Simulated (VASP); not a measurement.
Input for VASP

### KPOINTS
```
Automatic
0
Gamma
  9 9 9
0 0 0
```

File POSCAR:
```
TaSi
1
    3.6530000000     0.0000000000     0.0000000000
    0.0000000000     3.6530000000     0.0000000000
    0.0000000000     0.0000000000     3.6530000000
Ta Si
1 1
Direct
  0.0000000000   0.0000000000   0.0000000000
  0.5000000000   0.5000000000   0.5000000000
```

INCAR:
```
SYSTEM = TaSi
PREC = Accurate
ENCUT = 400
EDIFF = 1E-6
NELM = 100
ALGO = Normal
LREAL = .FALSE.
LASPH = .TRUE.
ISMEAR = 1
SIGMA = 0.1
GGA = PE
LMAXMIX = 6
LWAVE = .FALSE.
LCHARG = .FALSE.
IBRION = 2
ISIF = 3
NSW = 60
EDIFFG = -0.01
```

POTCAR, in this order: Ta_pv Si (PBE.64 set). Program: vasp_std.

Q: Write an equivalent input for Ansatz.

A: One equivalent input (not run):
Ansatz 0.2 input:
```yaml
crystal:
  lattice:
    - [3.6530000, 0.0000000, 0.0000000]
    - [0.0000000, 3.6530000, 0.0000000]
    - [0.0000000, 0.0000000, 3.6530000]
  atoms:
    - { symbol: Ta, position: [0.0000000, 0.0000000, 0.0000000] }
    - { symbol: Si, position: [0.5000000, 0.5000000, 0.5000000] }
kpoints:
  mp_grid: { grid: [9, 9, 9] }
hamiltonian:
  xc: pbe
  pseudopotentials: { kind: paw }
scf:
  occupations: { method: methfessel_paxton, width: 0.1 }
  max_iter: 100
relax:
  max_steps: 60
  f_tol: 0.01
  cell: {}
output: { forces: true, stress: true, eigenvalues: true }
```
The two are equivalent in intent, not identical: each code has its own PAW files, so the cut-off isn't converted (ENCUT is set for VASP's; basis.ecutwfc is left out, and Ansatz then takes the one that its files recommend); Ansatz stops its SCF on the density residual and VASP on the energy change (EDIFF).

The structure was generated: TaSi was put into the CsCl type type (Pm-3m), which need not be its known phase. This run relaxes it. Symmetry was kept, so distortions that lower it aren't found.
